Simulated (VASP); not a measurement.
Method: LDA (Ceperley-Alder, Perdew-Zunger), VASP's LDA PAW potentials (set 64) (plane waves; VASP).

VASP ran on this input.

**POSCAR**
```
Co
1.0
  1.1877057473  -2.0571669218   0.0000000000
  1.1877057473   2.0571669218   0.0000000000
  0.0000000000   0.0000000000   3.8295576332
Co
2
Cartesian
  1.1877057473   0.6857236787   0.9573894083
  1.1877057473  -0.6857236787   2.8721682249
```

**INCAR**
```
# general
SYSTEM   =  Co
PREC     =  Accurate
ENCUT    =  500
LREAL    =  .FALSE.   # projection in real space or not
LASPH    =  .TRUE.

# electronic loop
EDIFF    =  1E-6
NELM     =  100
ALGO     =  Normal   # blocked Davidson
LMAXMIX  =  4

# smearing
ISMEAR   =  1
SIGMA    =  0.1   # width (eV)

# spin
ISPIN    =  2
MAGMOM   =  2*1.5

# ions
IBRION   =  2   # conjugate gradients
NSW      =  40   # most ionic steps
ISIF     =  3
EDIFFG   =  -0.02   # ionic stop
PSTRESS  =  200

# output
LWAVE    =  .FALSE.
LCHARG   =  .FALSE.
LORBIT   =  10
```

File KPOINTS:
```
kpoints
0
Gamma
  17 17 10
```

POTCAR, in this order: Co (LDA.64 set). Program: vasp_std.

What VASP printed:

**OSZICAR**
```
       N       E                     dE             d eps       ncg     rms          rms(c)
DAV:   1     0.759767105598E+02    0.75977E+02   -0.81623E+03 12384   0.162E+03
DAV:   2    -0.163055392754E+02   -0.92282E+02   -0.85366E+02 11908   0.257E+02
DAV:   3    -0.184984856897E+02   -0.21929E+01   -0.21274E+01 14274   0.556E+01
DAV:   4    -0.185346496504E+02   -0.36164E-01   -0.36153E-01 16907   0.552E+00
DAV:   5    -0.185350052577E+02   -0.35561E-03   -0.35558E-03 14747   0.516E-01    0.178E+01
DAV:   6    -0.164883760706E+02    0.20466E+01   -0.11249E+01 13091   0.731E+01    0.609E+00
DAV:   7    -0.162166717682E+02    0.27170E+00   -0.13314E+00 14071   0.239E+01    0.383E+00
DAV:   8    -0.161866421891E+02    0.30030E-01   -0.13699E-02 18862   0.151E+00    0.230E+00
DAV:   9    -0.161788673075E+02    0.77749E-02   -0.41463E-03 15653   0.106E+00    0.706E-01
DAV:  10    -0.161795767126E+02   -0.70941E-03   -0.15868E-03 15621   0.688E-01    0.128E-01
DAV:  11    -0.161793809602E+02    0.19575E-03   -0.80962E-05 15715   0.186E-01    0.931E-02
DAV:  12    -0.161793397635E+02    0.41197E-04   -0.13430E-05 17716   0.724E-02    0.420E-02
DAV:  13    -0.161793428202E+02   -0.30568E-05   -0.26299E-06 10389   0.260E-02    0.103E-02
DAV:  14    -0.161793432803E+02   -0.46002E-06   -0.64030E-07  6833   0.144E-02
   1 F= -.13843324E+02 E0= -.13843833E+02  d E =-.138433E+02  mag=     2.8710
```

### OUTCAR
```
------------------------ aborting loop because EDIFF is reached ----------------------------------------
  FORCE on cell =-STRESS in cart. coord.  units (eV):
  Direction    XX          YY          ZZ          XY          YZ          ZX
  --------------------------------------------------------------------------------------
  Total        2.3250932      2.3250937      2.3345193     -0.0000000      0.0000000      0.0000000
  in kB      199.0645607    199.0646038    199.8715882     -0.0000000      0.0000000      0.0000000
  external PRESSURE =      -0.6664158 kB  Pullay stress =     200.0000000 kB
  volume of cell :       18.71
      direct lattice vectors                 reciprocal lattice vectors
     1.187705747 -2.057166922  0.000000000     0.420979692 -0.243052712  0.000000000
     1.187705747  2.057166922  0.000000000     0.420979692  0.243052712  0.000000000
     0.000000000  0.000000000  3.829557633     0.000000000  0.000000000  0.261126766
 POSITION                                       TOTAL-FORCE (eV/Angst)
 -----------------------------------------------------------------------------------
      1.18771      0.68572      0.95739         0.000000     -0.000000      0.000000
      1.18771     -0.68572      2.87217         0.000000      0.000000      0.000000
 -----------------------------------------------------------------------------------
    total drift:                               -0.000021     -0.000013     -0.000031
  FREE ENERGIE OF THE ION-ELECTRON SYSTEM (eV)
  ---------------------------------------------------
  free  energy   TOTEN  =       -16.1793432803 eV

  energy  without entropy=      -16.1808715165  energy(sigma->0) =      -16.17985269
  enthalpy is  TOTEN    =       -13.8433240732 eV   P V=        2.3360192071

 total charge

# of ion       s       p       d       tot
------------------------------------------
    1        0.556   0.658   7.399   8.613
    2        0.556   0.658   7.399   8.613
--------------------------------------------------
tot          1.111   1.315  14.798  17.225

 magnetization (x)

# of ion       s       p       d       tot
------------------------------------------
    1       -0.013  -0.037   1.470   1.420
    2       -0.013  -0.037   1.470   1.420
--------------------------------------------------
tot         -0.027  -0.074   2.940   2.839

 reached required accuracy - stopping structural energy minimisation
```
(Selected blocks of OUTCAR.)

The compound is Co in the hcp structure. It was relaxed first under an external pressure of 20 GPa.
